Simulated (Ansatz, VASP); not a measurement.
## Two plane-wave programs on NbSeN

File INCAR:

```
SYSTEM = NbSeN
  PREC = Accurate
  ENCUT = 520
  EDIFF = 1E-7
  ISMEAR = 0
  SIGMA = 0.02
  LREAL = .FALSE.
  LASPH = .TRUE.
  NELM = 80
  ALGO = Fast
  ISIF = 2
  LWAVE = .FALSE.
  LCHARG = .TRUE.
  GGA = PE
  LELF = .TRUE.
  LVHAR = .TRUE.
```

File KPOINTS:

```
regular mesh
0
G
  7 7 4
  0 0 0
```

Contents of POSCAR:

```
NbSeN
1.0
    3.6724980000      0.0000000000      0.0000000000
    0.0000000000      3.6724980000      0.0000000000
    0.0000000000      0.0000000000      6.3781640000
Nb Se N
2 2 2
Direct
    0.0000000000      0.5000000000      0.8269710000
    0.5000000000      0.0000000000      0.1730290000
    0.0000000000      0.5000000000      0.3814760000
    0.5000000000      0.0000000000      0.6185240000
    0.0000000000      0.0000000000      0.0000000000
    0.5000000000      0.5000000000      0.0000000000
```

Contents of input.yaml:

```yaml
crystal:
  lattice:
    - [3.672498, 0.0, 0.0]
    - [0.0, 3.672498, 0.0]
    - [0.0, 0.0, 6.378164]
  atoms:
    - { symbol: Nb, position: [0.0, 0.5, 0.826971] }
    - { symbol: Nb, position: [0.5, 0.0, 0.173029] }
    - { symbol: Se, position: [0.0, 0.5, 0.381476] }
    - { symbol: Se, position: [0.5, 0.0, 0.618524] }
    - { symbol: "N", position: [0.0, 0.0, 0.0] }
    - { symbol: "N", position: [0.5, 0.5, 0.0] }
hamiltonian:
  xc: pbe
  pseudopotentials: { kind: paw }
kpoints:
  mp_grid: { grid: [7, 7, 4] }
scf:
  occupations: { method: gaussian, width: 0.02 }
output:
  forces: true
  stress: true
  eigenvalues: true
  write_density: true
  write_potential: true
  elf: true
  volumetric_format: npy
```

The cell comes from a database or a generator and needn't be the stable form of this composition.

Alike in both runs: task single point; functional PBE; k mesh 7 × 7 × 4; occupations gaussian, width 0.02 eV; no spin polarisation.

|  | VASP | Ansatz |
| --- | --- | --- |
| version | VASP 6.6.1 | Ansatz 0.2.0 |
| potentials or method | VASP PAW PBE potentials, release 64 (Nb_pv, Se, N) | Ansatz PAW |
| plane-wave cutoff (eV) | 520 | 420 |
| valence electrons in the cell | 44 | 68 |

|  | VASP | Ansatz | Ansatz less VASP |
| --- | --- | --- | --- |
| gap on the k mesh at the Fermi level (eV) | none | none | - |
| pressure (GPa) | -0.2 | -3.1 | -2.90 |
| largest component of the traceless stress (GPa) | 0.75 | 0.40 | -0.358 |
| rms of the force components (eV/Å) | 0.034 | 0.169 | +0.1343 |

Atom by atom the forces differ by 0.135 eV/Å (rms over components). A gap of «none» marks a metal or a gap that the smearing closes. One of these differences is far larger than is usual between the two programs; its cause wasn't traced. The functional is the same, so the differences come from potentials, cutoffs and numerics. The two sets of potentials don't hold the same shells in valence.
